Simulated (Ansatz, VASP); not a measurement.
# Zn16Si8Ge8N31 (V_N2) in two plane-wave programs, part 4 of 4

Wanted: the spread between two codes on one cell, functional and k mesh. The structure shown is the start of the Ansatz relaxation below; VASP solves that cell, so the two are compared at the walk's first step.

VASP 6.6.1 and Ansatz 0.2.0.

So far. Step 6 (VASP: single point, PBEsol, start cell, pair 2): The run ends at a pressure of -1.82 GPa, with forces up to 3.2 eV/Å.

### 9. VASP: single point, PBEsol, start cell, pair 3

Level of this step: PBEsol, spin-polarised from a ferromagnetic start; plane waves and PAW (Zn, Si, Ge_d, N) (VASP).

The same cell, functional and mesh now go to VASP, with its own data sets.

INCAR reads:

```
SYSTEM = Zn16Si8Ge8N31
PREC = Accurate
ENCUT = 520
EDIFF = 1E-06
NELM = 200
ISMEAR = 0
SIGMA = 0.01
LREAL = Auto
ALGO = Normal
GGA = PS
NELECT = 489
NBANDS = 288
ISPIN = 2
MAGMOM = 0 -0 0 0 0 0 0.01 0 0.01 0 0 0.01 0.01 0 0 0 0 0 0 -0 0 0.01 0 0 0.03 0 0 0 0 -0 0 0 0.01 0 0.06 0 0.02 0.06 0 0.01 0.03 0.01 0.01 0 -0 0.02 0 0 0 0 0.01 0.01 0.01 0.01 0.01 0.06 0.02 0 0 0 0 0 0
LORBIT = 11
LWAVE = .FALSE.
LCHARG = .FALSE.
ISIF = 2
ISYM = 0
NUPDOWN = 1
LASPH = .TRUE.
GGA_COMPAT = .FALSE.
NCORE = 2
```

POSCAR reads:

```
Zn16Si8Ge8N31
1.0
   -5.3666112245      5.0986424587      6.3291103091
    5.3186059267     -5.0986424587      6.3198864597
    5.3666112245      5.0986424587     -6.3291103091
Zn Si Ge N
16 8 8 31
Direct
    0.1921113375      0.2287681433      0.0410507205
    0.1837552536      0.7205991456      0.5362082326
    0.6838964401      0.2202086247      0.5391777594
    0.6823925216      0.7230151473      0.0383122067
    0.0625796306      0.2687737194      0.7100346740
    0.0655330653      0.7752678657      0.2080736189
    0.5675611571      0.2802047335      0.2173692991
    0.5630775429      0.7772527443      0.7145625143
    0.1946255786      0.1505034871      0.4613330411
    0.1957922030      0.6504399928      0.9623476376
    0.6888753271      0.1392325781      0.9569984917
    0.6919465978      0.6460217097      0.4633975484
    0.0625110996      0.3520186054      0.2919044183
    0.0674399178      0.8527439156      0.7973528913
    0.5676068239      0.3537622369      0.7964372756
    0.5587879604      0.8506363500      0.2922751699
    0.4423403706      0.4797979283      0.0365826189
    0.4471449082      0.9803652175      0.5444064242
    0.9435106287      0.4794527485      0.5369421000
    0.9441003037      0.9729620654      0.0382756401
    0.3085840564      0.0240228771      0.2095585831
    0.3153556053      0.5228803958      0.7111965073
    0.8131694069      0.0268708870      0.7202795668
    0.8065358510      0.5200981790      0.2091936692
    0.4359051074      0.3913481767      0.4603610001
    0.4343875922      0.8939991083      0.9657042694
    0.9408656535      0.4025249663      0.9710877661
    0.9450726229      0.8988082950      0.4681459335
    0.3236445670      0.1072613864      0.7937715893
    0.3214776286      0.5993577148      0.2932533940
    0.8162710041      0.1070951468      0.2934684821
    0.8231746633      0.6045586133      0.7980461384
    0.1234538090      0.4086639961      0.1524770123
    0.1307333517      0.9143271878      0.6511515231
    0.6277606901      0.4125858381      0.6577920282
    0.6256866661      0.9049240648      0.1474460433
    0.4931741368      0.0944387234      0.9678471733
    0.4938077169      0.5885545987      0.4637092115
    0.9913060299      0.0941672037      0.4714315446
    0.9861668043      0.5881045222      0.9640410731
    0.1281727431      0.4766284133      0.7040622880
    0.1313731180      0.9818259183      0.2068022548
    0.6269828778      0.4851450551      0.2029315966
    0.6212287644      0.9782816315      0.7047346303
    0.4788368256      0.0203949512      0.3990897207
    0.4769795548      0.5239460990      0.9015095006
    0.9717795842      0.0221186267      0.8909831112
    0.9724808600      0.5157340222      0.3892860102
    0.3771054099      0.1223375969      0.6385842973
    0.3782887362      0.6213579412      0.1457915464
    0.8873688487      0.1293288119      0.1504345302
    0.8794091985      0.6287084323      0.6450955242
    0.2692562666      0.8794042453      0.0054509392
    0.7690095355      0.3699388944      0.0024238776
    0.7668438724      0.8704704418      0.5010541233
    0.3708158281      0.2182368464      0.2420031088
    0.3755452089      0.7138026289      0.7447979877
    0.8830231069      0.2225070541      0.7504179475
    0.8706597038      0.7169063961      0.2442026220
    0.2729818087      0.2778051342      0.9080192325
    0.2747305919      0.7773867471      0.4004291401
    0.7786319012      0.2781477857      0.4026096075
    0.7820060484      0.7857162777      0.9118564736
```

KPOINTS reads:

```
Points of the shifted mesh
1
Reciprocal
 0.2500000000  0.2500000000  0.2500000000 1
```

PAW data sets: Zn, Si, Ge_d and N (PBE family, release 64).

The run is started by

```bash
$ mpirun -np 8 vasp_std
```

Numbers of over 12 decimals in the logs are rounded to 6 here.

The program printed:

```text
[... set-up lines as in an earlier step ...]
 entering main loop
       N       E                     dE             d eps       ncg     rms          rms(c)
DAV:   1     0.874202996972E+04    0.87420E+04   -0.17665E+05  1304   0.332E+03
DAV:   2     0.188597655418E+04   -0.68561E+04   -0.64302E+04  1152   0.941E+02
DAV:   3    -0.108137269279E+03   -0.19941E+04   -0.18716E+04  1168   0.323E+02
DAV:   4    -0.451913930855E+03   -0.34378E+03   -0.33424E+03  1296   0.142E+02
DAV:   5    -0.478545081217E+03   -0.26631E+02   -0.26307E+02  1352   0.420E+01BRMIX: very serious problems
 the old and the new charge density differ
 old charge density:   491.00000 new  489.00000
    0.515E+01
DAV:   6    -0.416090280628E+03    0.62455E+02   -0.14691E+02  1912   0.884E+01    0.277E+01
DAV:   7    -0.423219130786E+03   -0.71289E+01   -0.11750E+02  1320   0.248E+01    0.186E+01
DAV:   8    -0.421506770649E+03    0.17124E+01   -0.15730E+01  1632   0.245E+01    0.877E+00
DAV:   9    -0.421558823020E+03   -0.52052E-01   -0.39715E+00  1664   0.112E+01    0.332E+00
[...]
DAV:  18    -0.421372228200E+03    0.70014E-05   -0.75467E-05  1768   0.446E-02    0.971E-03
DAV:  19    -0.421372229163E+03   -0.96374E-06   -0.17413E-05  1448   0.155E-02    0.520E-03
DAV:  20    -0.421372229231E+03   -0.67528E-07   -0.13896E-06   696   0.743E-03
   1 F= -.42137223E+03 E0= -.42137223E+03  d E =-.103018E-11  mag=     1.0000
```

From OUTCAR (step 9):

```text
  Total      -24.1502191    -15.0760692    -16.5165716     -1.1283446     -0.7682310     -2.3348302
  in kB      -56.1486201    -35.0514618    -38.4005918     -2.6233714     -1.7861168     -5.4284183
  external PRESSURE =     -43.2002246 kB  Pullay stress =       0.0000000 kB

  FREE ENERGIE OF THE ION-ELECTRON SYSTEM (eV)
  ---------------------------------------------------
  free  energy   TOTEN  =      -421.3722292310 eV

  energy  without entropy=     -421.3722292310  energy(sigma->0) =     -421.37222923

 magnetization (x)
# of ion       s       p       d       tot
------------------------------------------
    1       -0.000   0.002   0.004   0.005
    2       -0.000   0.000   0.002   0.002
    3       -0.001   0.005   0.009   0.013
    4       -0.001   0.001   0.009   0.009
    5       -0.001   0.002   0.011   0.012
    6       -0.001   0.002   0.009   0.011
    7        0.000   0.003   0.009   0.012
    8        0.000   0.000   0.001   0.002
    9        0.000   0.007   0.003   0.011
   10       -0.001   0.003   0.008   0.011
   11       -0.000   0.000   0.004   0.004
   12       -0.001   0.006   0.012   0.017
   13       -0.001   0.006   0.005   0.011
[...]
--------------------------------------------------
tot          0.006   0.609   0.125   0.740

[... 1 part as in an earlier step ...]

[... 2 further parts left out ...]
[key lines of the parts left out:]
E-fermi :   4.4000
```

The run ends at a pressure of -4.32 GPa, with forces up to 2.7 eV/Å.

### 10. Differences

What differs besides the data sets and the points named for the pairs above, as far as they apply: VASP starts from the moments at which Ansatz ended. Total energies have different zeros and are not compared.

Forces on 10 of the 63 atoms, those with the largest forces and the largest differences (eV/Å; atoms numbered as in POSCAR):

| atom | Ansatz x, y, z | VASP x, y, z |
| --- | --- | --- |
| Si17 | 0.566, 0.686, -2.508 | 0.577, 0.690, -2.518 |
| Si18 | -1.014, -1.488, -1.114 | -1.008, -1.497, -1.127 |
| Si21 | -0.216, 2.327, 0.112 | -0.226, 2.342, 0.119 |
| Si22 | 1.246, 1.190, -1.435 | 1.198, 1.193, -1.447 |
| Ge32 | 0.102, -2.190, 0.218 | 0.097, -2.161, 0.205 |
| N33 | -0.079, 1.243, 0.902 | -0.065, 1.194, 0.971 |
| N38 | 0.232, 1.040, -1.706 | 0.221, 0.976, -1.767 |
| N40 | -0.065, 1.641, 0.719 | -0.099, 1.574, 0.663 |
| N46 | -1.596, -1.902, 0.842 | -1.606, -1.920, 0.823 |
| N62 | 2.217, -0.534, 0.075 | 2.152, -0.500, 0.081 |

The forces differ by 26 meV/Å r.m.s., which is 3.3 % of the r.m.s. force of 0.799 eV/Å (both taken over all components). Moments aren't recorded for both runs of this pair, so they may hold unlike magnetic states. The cell carries a charge of +2 e against a uniform background, so its pressure also hangs on how the neutralising background is counted, and in a defect's cell a gap may be the spacing between its levels.

### 11. Outcome

```yaml
r_m_s_force_difference_single_point_pbesol_start_cell_pair_1: 3.1 % of the r.m.s. force
r_m_s_force_difference_single_point_pbesol_start_cell_pair_2: 3.1 % of the r.m.s. force
r_m_s_force_difference_single_point_pbesol_start_cell_pair_3: 3.3 % of the r.m.s. force
```

**Reading.** The r.m.s. force difference is 3.3 % of the r.m.s. force (single point, PBEsol, start cell, pair 3), beyond the 3 % picked in this series as the mark of a large difference. What causes the difference of the single point, PBEsol, start cell, pair 1 pair stays open here. What causes the difference of the single point, PBEsol, start cell, pair 2 pair stays open here. What causes the difference of the single point, PBEsol, start cell, pair 3 pair stays open here. 3 further runs of this series are not shown here. Such differences can come from data sets, numerical settings and the points named under the comparisons, not from the functional's error against experiment.

[Lines on the potential files, build, host, timing and source positions are cut from VASP's logs without a mark.]

[Logs are printed without paths, hosts, clocks, repeated set-up lines and the standing remarks that a program may print on its own settings, such as how far it seeks lower states.]

[Hosts, paths, dates, database ids (printed as entryN), source tags and the programs' standing remarks are cut or masked in the printed files.]
